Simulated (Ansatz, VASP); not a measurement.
**Cross-check of CrBr2 between VASP and Ansatz**

Wanted: the spread between two codes on one cell, functional and k mesh. The structure shown is the end of the VASP relaxation below.

Main program and level: Ansatz 0.2.0; plane waves, with VASP 6.6.1 beside it; single point at LDA and band structure at LDA.

## (1) Starting point

The cell holds 6 atoms: 4 Br and 2 Cr. Its edges and angles: a = 4.168 Å, b = 4.168 Å, c = 24.482 Å, α = 90.0°, β = 90.0°, γ = 52.1°. It derives from CrBr2. As first built, before any earlier steps moved the atoms: kind sheets cut from a layered crystal; sheets 2. Vacuum lies along c.

Coordinates:

```cif
data_structure
_symmetry_space_group_name_H-M 'P 1'
_symmetry_Int_Tables_number 1
_cell_length_a 4.1684
_cell_length_b 4.1684
_cell_length_c 24.4820
_cell_angle_alpha 90.000
_cell_angle_beta 90.000
_cell_angle_gamma 52.115
_cell_volume 335.73
loop_
_atom_site_label
_atom_site_type_symbol
_atom_site_fract_x
_atom_site_fract_y
_atom_site_fract_z
_atom_site_occupancy
Br1 Br 0.43778 0.43778 0.67386 1
Br2 Br 0.16956 0.16956 0.56212 1
Br3 Br 0.53929 0.53929 0.43788 1
Br4 Br 0.27106 0.27106 0.32614 1
Cr5 Cr 0.80163 0.80163 0.61835 1
Cr6 Cr 0.90721 0.90721 0.38165 1
```

## (2) VASP: relaxation, LDA

This run makes the geometry at which the two programs are then compared.

Lines of VASP's logs that name or quote its potential files are left out, and so is its time.

Input file INCAR:

```
SYSTEM = CrBr2
PREC = Normal
ENCUT = 300
EDIFF = 1E-05
NELM = 120
ISMEAR = 0
SIGMA = 0.05
LREAL = .FALSE.
ALGO = Fast
GGA = CA
NBANDS = 33
ISPIN = 2
MAGMOM = 0 0 0 0 3 3
LASPH = .TRUE.
LMAXMIX = 4
LORBIT = 11
LWAVE = .FALSE.
LCHARG = .FALSE.
KPAR = 2
IBRION = 1
NSW = 40
ISIF = 2
EDIFFG = -0.03
POTIM = 0.3
MAXMIX = 40
IDIPOL = 3
LDIPOL = .TRUE.
DIPOL = 0.5 0.5 0.5
```

Input file POSCAR:

```
CrBr2
1.0
    4.1683699850      0.0000000000      0.0000000000
    2.5597016450      3.2898686630      0.0000000000
    0.0000000000      0.0000000000     24.4820253074
Br Cr
4 2
Direct
    0.4414870186      0.4414870186      0.6738260108
    0.1661060553      0.1661060553      0.5627220067
    0.5427412427      0.5427412427      0.4372779933
    0.2673602794      0.2673602794      0.3261739892
    0.8006425318      0.8006425318      0.6185827739
    0.9082047652      0.9082047652      0.3814172261
```

Input file KPOINTS:

```
Automatic mesh
0
Gamma
7 7 1
0 0 0
```

PAW data sets: Br and Cr (LDA family, release 64).

Command:

```bash
mpirun -np 2 vasp_std
```

Numbers of over 12 decimals in the logs are rounded to 6 here.

The log of the run:

```text
[banner, memory and clock lines left out]
running    2 mpi-ranks, on    1 nodes
 distrk:  each k-point on    1 cores,    2 groups
 distr:  one band on    1 cores,    1 groups

 POSCAR found type information on POSCAR BrCr
 POSCAR found :  2 types and       6 ions
 LDA part: xc-table for (Slater(with rela. corr.)+CA(PZ))
 , standard interpolation
 POSCAR, INCAR and KPOINTS ok, starting setup
 FFT: planning ... GRIDC
 FFT: planning ... GRID_SOFT
 FFT: planning ... GRID
 WAVECAR not read
 entering main loop
       N       E                     dE             d eps       ncg     rms          rms(c)
DAV:   1     0.299570617695E+03    0.29957E+03   -0.10068E+04  2112   0.630E+02
DAV:   2     0.220274480461E+02   -0.27754E+03   -0.25972E+03  2283   0.194E+02
DAV:   3    -0.293856152481E+02   -0.51413E+02   -0.49436E+02  2992   0.913E+01
DAV:   4    -0.321357160599E+02   -0.27501E+01   -0.27307E+01  2904   0.296E+01
DAV:   5    -0.322104640234E+02   -0.74748E-01   -0.74616E-01  2895   0.415E+00    0.157E+01
RMM:   6    -0.316887875676E+02    0.52168E+00   -0.10727E+01  2216   0.225E+01    0.144E+01
RMM:   7    -0.315703895977E+02    0.11840E+00   -0.20162E+00  2393   0.847E+00    0.694E+00
RMM:   8    -0.315684519162E+02    0.19377E-02   -0.69002E-01  2385   0.322E+00    0.338E+00
RMM:   9    -0.315748071217E+02   -0.63552E-02   -0.10683E-01  2436   0.186E+00    0.131E+00
RMM:  10    -0.316005832716E+02   -0.25776E-01   -0.27637E-02  2357   0.960E-01    0.101E+00
RMM:  11    -0.316233670592E+02   -0.22784E-01   -0.89064E-03  2415   0.332E-01    0.810E-01
RMM:  12    -0.316684342840E+02   -0.45067E-01   -0.61705E-03  2394   0.300E-01    0.576E-01
RMM:  13    -0.316898729978E+02   -0.21439E-01   -0.47239E-03  2345   0.269E-01    0.286E-01
RMM:  14    -0.316938188785E+02   -0.39459E-02   -0.26297E-03  2384   0.232E-01    0.181E-01
[...]
RMM:  18    -0.316946049592E+02   -0.36229E-04   -0.12854E-05  1513   0.235E-02    0.636E-03
RMM:  19    -0.316946258101E+02   -0.20851E-04   -0.40933E-06  1472   0.136E-02    0.437E-03
RMM:  20    -0.316946634709E+02   -0.37661E-04   -0.41042E-06  1463   0.101E-02    0.493E-03
RMM:  21    -0.316946997941E+02   -0.36323E-04   -0.48194E-06  1431   0.102E-02    0.228E-03
RMM:  22    -0.316947102828E+02   -0.10489E-04   -0.18306E-06  1344   0.911E-03    0.273E-03
RMM:  23    -0.316947216477E+02   -0.11365E-04   -0.16660E-06  1259   0.643E-03    0.178E-03
RMM:  24    -0.316947328381E+02   -0.11190E-04   -0.15317E-06  1274   0.682E-03    0.157E-03
RMM:  25    -0.316947344482E+02   -0.16101E-05   -0.60637E-07  1114   0.540E-03
   1 F= -.31694734E+02 E0= -.31694659E+02  d E =-.316947E+02  mag=     7.9996
[...]
2 F= -.31695387E+02 E0= -.31695318E+02  d E =-.652065E-03  mag=     7.9994
[...]
3 F= -.31696529E+02 E0= -.31696478E+02  d E =-.114292E-02  mag=     8.0000
[...]
4 F= -.31696982E+02 E0= -.31696938E+02  d E =-.452874E-03  mag=     8.0008
[...]
5 F= -.31698234E+02 E0= -.31698208E+02  d E =-.125211E-02  mag=     8.0038
[...]
6 F= -.31699464E+02 E0= -.31699450E+02  d E =-.122912E-02  mag=     8.0010
 BRION: g(F)=  0.105E-03 g(S)=  0.000E+00
 BRIONS problems: POTIM should be increased
 retain N=  1 mean eig=30.25
 eig:  30.252
 bond charge predicted
       N       E                     dE             d eps       ncg     rms          rms(c)
DAV:   1    -0.316995379349E+02   -0.72562E-04   -0.14976E-02  2579   0.469E-01    0.881E-02
RMM:   2    -0.316995834373E+02   -0.45502E-04   -0.58668E-04  2315   0.168E-01    0.472E-02
RMM:   3    -0.316995894799E+02   -0.60427E-05   -0.16811E-04  2101   0.608E-02    0.306E-02
RMM:   4    -0.316996092227E+02   -0.19743E-04   -0.14153E-05  1444   0.314E-02    0.369E-02
RMM:   5    -0.316996177513E+02   -0.85286E-05   -0.46048E-06  1344   0.147E-02
   7 F= -.31699618E+02 E0= -.31699606E+02  d E =-.154213E-03  mag=     8.0009
 BRION: g(F)=  0.597E-04 g(S)=  0.000E+00 retain N=  1 mean eig= 6.26
 eig:   6.265
 reached required accuracy - stopping structural energy minimisation
```

Parts of OUTCAR (step 2):

```text
ion  position               nearest neighbor table
   1  0.441  0.441  0.674-   5 2.51   5 2.51
   2  0.166  0.166  0.563-   5 2.50   5 2.50
   3  0.543  0.543  0.437-   6 2.50   6 2.50
   4  0.267  0.267  0.326-   6 2.51   6 2.51
   5  0.801  0.801  0.619-   2 2.50   2 2.50   1 2.51   1 2.51
   6  0.908  0.908  0.381-   3 2.50   3 2.50   4 2.51   4 2.51

  LATTYP: Found a base centered orthorhombic cell.
 ALAT       =     3.6621099994
 B/A-ratio  =     2.0450882145
 C/A-ratio  =     6.6852239040

 Subroutine GETGRP returns: Found  4 space group operations
 (whereof  2 operations were pure point group operations)

The static configuration has the point symmetry C_1h.
 The point group associated with its full space group is C_2h.

 Found     16 irreducible k-points:

   k-points           NKPTS =     16   k-points in BZ     NKDIM =     16   number of bands    NBANDS=     33

   dimension x,y,z NGX =    18 NGY =   18 NGZ =  108
   dimension x,y,z NGXF=    36 NGYF=   36 NGZF=  216

   ENCUT  =  300.0 eV  22.05 Ry    4.70 a.u.   5.89  5.89 34.58*2*pi/ulx,y,z

   NELECT =      40.0000    total number of electrons

 k-points in reciprocal lattice and weights: Automatic mesh
   0.00000000  0.00000000  0.00000000       0.020
   0.14285714  0.00000000  0.00000000       0.082
   0.28571429 -0.00000000  0.00000000       0.082
   0.42857143  0.00000000  0.00000000       0.082
   0.14285714  0.14285714  0.00000000       0.041
   0.28571429  0.14285714  0.00000000       0.082
   0.42857143  0.14285714  0.00000000       0.082
  -0.42857143  0.14285714  0.00000000       0.082
  -0.28571429  0.14285714  0.00000000       0.082
[...]
0.42857143  0.42857143  0.00000000       0.041
  -0.42857143  0.42857143  0.00000000       0.041

 dipolmoment           0.000000      0.000000     -0.000000 electrons x Angstroem

 average (electrostatic) potential at core
       1 -73.8135       2 -73.8110       3 -73.8110       4 -73.8135       5 -50.0727
       6 -50.0726

 E-fermi :  -1.1765

 spin component 1
 k-point     1 :       0.0000    0.0000    0.0000
  band No.  band energies     occupation
    ...
     20      -2.5422      1.00000
     21      -2.3271      1.00000
     22      -2.3116      1.00000
     23      -1.3069      0.99989
     24      -1.2668      0.99471
     25      -0.5050      0.00000
     26      -0.3946      0.00000
     27       1.2343      0.00000
     28       1.7909      0.00000
     29       1.9764      0.00000
    ...

 k-point     2 :       0.1429    0.0000    0.0000
  band No.  band energies     occupation
    ...
     20      -2.4582      1.00000
     21      -2.1957      1.00000
     22      -2.1666      1.00000
     23      -1.4850      1.00000
     24      -1.4208      1.00000
     25      -0.8507      0.00000
     26      -0.8050      0.00000
     27       1.9702      0.00000
     28       2.3845      0.00000
     29       2.5035      0.00000
    ...

 k-point     3 :       0.2857   -0.0000    0.0000
  band No.  band energies     occupation
    ...
     20      -2.4112      1.00000
     21      -2.1689      1.00000
     22      -2.1221      1.00000
     23      -1.5947      1.00000
     24      -1.4882      1.00000
     25      -1.0225      0.00001
     26      -0.7696      0.00000
     27       2.6545      0.00000
     28       2.7335      0.00000
     29       3.0896      0.00000
    ...

 k-point     4 :       0.4286    0.0000    0.0000
  band No.  band energies     occupation
    ...
     20      -2.5225      1.00000
     21      -2.3358      1.00000
     22      -2.3236      1.00000
     23      -1.3832      1.00000
     24      -1.3369      1.00000
     25      -0.6958      0.00000
     26      -0.5507      0.00000
     27       2.3700      0.00000
     28       2.5306      0.00000
     29       2.6965      0.00000
    ...

 k-point     5 :       0.1429    0.1429    0.0000
  band No.  band energies     occupation
    ...
     20      -2.4722      1.00000
     21      -2.0771      1.00000
     22      -2.0416      1.00000
     23      -1.6401      1.00000
     24      -1.5609      1.00000
     25      -0.5320      0.00000
     26      -0.4145      0.00000
     27       1.7196      0.00000
     28       2.2523      0.00000
     29       2.7655      0.00000
    ...

 k-point     6 :       0.2857    0.1429    0.0000
  band No.  band energies     occupation
    ...
     20      -2.4345      1.00000
     21      -2.0214      1.00000
     22      -1.9866      1.00000
     23      -1.7406      1.00000
     24      -1.6562      1.00000
     25      -0.8654      0.00000
     26      -0.7968      0.00000
     27       2.7686      0.00000
     28       3.0259      0.00000
     29       3.5211      0.00000
    ...

  Total       -2.3606153     -2.9120097     -0.1463366      0.3543411      0.0000459      0.0000877
  in kB      -11.2653228    -13.8966855     -0.6983472      1.6909857      0.0002189      0.0004187
  external PRESSURE =      -8.6201185 kB  Pullay stress =       0.0000000 kB

  energy-cutoff  :      300.00
  volume of cell :      335.73
      direct lattice vectors                 reciprocal lattice vectors
     4.168369985  0.000000000  0.000000000     0.239901929 -0.186657106  0.000000000
     2.559701645  3.289868663  0.000000000     0.000000000  0.303963502  0.000000000
     0.000000000  0.000000000 24.482025307     0.000000000  0.000000000  0.040846294

 POSITION                                       TOTAL-FORCE (eV/Angst)
 -----------------------------------------------------------------------------------
      2.94545      1.44025     16.49741        -0.004836     -0.002364      0.012875
      1.14082      0.55784     13.76184         0.005955      0.002912     -0.023813
      3.62835      1.77418     10.72018        -0.005955     -0.002912      0.023813
      1.82373      0.89176      7.98461         0.004836      0.002364     -0.012875
      5.39345      2.63727     15.13853         0.004180      0.002044     -0.014298
      6.10380      2.98461      9.34349        -0.004180     -0.002044      0.014298
 -----------------------------------------------------------------------------------
    total drift:                                0.000098      0.000048     -0.000058

  FREE ENERGIE OF THE ION-ELECTRON SYSTEM (eV)
  ---------------------------------------------------
  free  energy   TOTEN  =       -31.6996177513 eV

  energy  without entropy=      -31.6995936867  energy(sigma->0) =      -31.69960572

 reached required accuracy - stopping structural energy minimisation

 vacuum level on the upper side and lower side of the slab         3.399         3.399

 total charge
# of ion       s       p       d       tot
------------------------------------------
    1        1.611   3.238   0.025   4.874
    2        1.612   3.232   0.026   4.871
    3        1.612   3.232   0.026   4.871
    4        1.611   3.238   0.025   4.874
    5        0.305   0.350   4.279   4.934
    6        0.305   0.350   4.279   4.934
--------------------------------------------------
tot          7.056  13.640   8.660  29.356

 magnetization (x)
# of ion       s       p       d       tot
------------------------------------------
    1        0.002  -0.015   0.013  -0.001
    2        0.002  -0.017   0.013  -0.003
    3        0.002  -0.017   0.013  -0.003
    4        0.002  -0.015   0.013  -0.001
    5        0.051   0.032   3.595   3.679
    6        0.051   0.032   3.595   3.679
--------------------------------------------------
tot          0.111  -0.000   7.240   7.351

[... 6 further parts left out ...]
```

CONTCAR:

```
CrBr2
   1.00000000000000
     4.1683699850000000    0.0000000000000000    0.0000000000000000
     2.5597016450000001    3.2898686630000000    0.0000000000000000
     0.0000000000000000    0.0000000000000000   24.4820253074000007
  Br              Cr
     4     2
Direct
     0.4377848696380705    0.4377848696380705    0.6738581575610352
     0.1695617871374484    0.1695617871374484    0.5621201817636816
     0.5392855108625538    0.5392855108625538    0.4378798182363184
     0.2710624283619316    0.2710624283619316    0.3261418424389646
     0.8016336895135314    0.8016336895135314    0.6183529247620992
     0.9072136074864670    0.9072136074864670    0.3816470752379015
```

The data set Cr keeps the semicore shell frozen, which is cheaper and a little less accurate. The run keeps the 4 symmetry operations of its start, so it cannot find a distortion of lower symmetry.

[end of part 1 of 3]

[Lines on the potential files, build, host, timing and source positions are cut from VASP's logs without a mark.]

[Logs are printed without paths, hosts, clocks, repeated set-up lines and the standing remarks that a program may print on its own settings, such as how far it seeks lower states.]

[Hosts, paths, dates, database ids (printed as entryN), source tags and the programs' standing remarks are cut or masked in the printed files.]
